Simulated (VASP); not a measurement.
Write the native input for VASP 6.6.1 that does the following.

```
Task                   : relaxation of cell and atoms
Functional             : PBE
Potentials or basis    : VASP PAW PBE potentials, release 64 (W_sv, Au)
Cutoff                 : 600 eV
k mesh                 : 8 × 8 × 8
Occupations            : methfessel-paxton, width 0.2 eV
Spin                   : no spin polarisation
Further INCAR settings : ALGO = Normal; EDIFF = 1e-07; IBRION = 2; EDIFFG = -0.005; NSW = 60; ISIF = 3
```

The structure of WAu lies in POSCAR:

```
WAu
1.0
    0.0000000000      2.9092100000      2.9092100000
    2.9092100000      0.0000000000      2.9092100000
    2.9092100000      2.9092100000      0.0000000000
W Au
1 1
Direct
    0.0000000000      0.0000000000      0.0000000000
    0.7500000000      0.7500000000      0.7500000000
```

The cell was built by a generator and needn't be a form met in nature.

One way to write it, as run:

INCAR

```
SYSTEM = WAu
ALGO = Normal
EDIFF = 1E-7
EDIFFG = -0.005
ENCUT = 600
GGA = PE
IBRION = 2
ISIF = 3
ISMEAR = 1
LASPH = .True.
LCHARG = .False.
LREAL = .False.
LWAVE = .False.
NELM = 60
NSW = 60
PREC = Accurate
SIGMA = 0.2
```

KPOINTS

```
k-points
0
Gamma
  8 8 8
  0 0 0
```

Potentials or basis: VASP PAW PBE potentials, release 64 (W_sv, Au).

The run is started by

```sh
$ cat potpaw_PBE.64/W_sv/POTCAR potpaw_PBE.64/Au/POTCAR > POTCAR
$ mpirun -np 1 vasp_std > vasp.out
```

It gave:

The relaxed volume is 24.64 Å³/atom, the relaxed cell is a = 4.115 Å, b = 4.115 Å, c = 4.115 Å, α = 60.00°, β = 60.00°, γ = 60.00° and the space group after relaxing (to 0.05 Å) is F-43m (No. 216). The energy gained by relaxing is 0.0 meV/atom. The ionic steps are 3 and the pressure after relaxing is 0.0 GPa. The band gap on the k mesh is none (metal or under the smearing width).

Run time: 24 s on 1 thread of Intel(R) Xeon(R) 6975P-C (Granite Rapids), with other jobs on the host, peak memory 0.22 GiB.
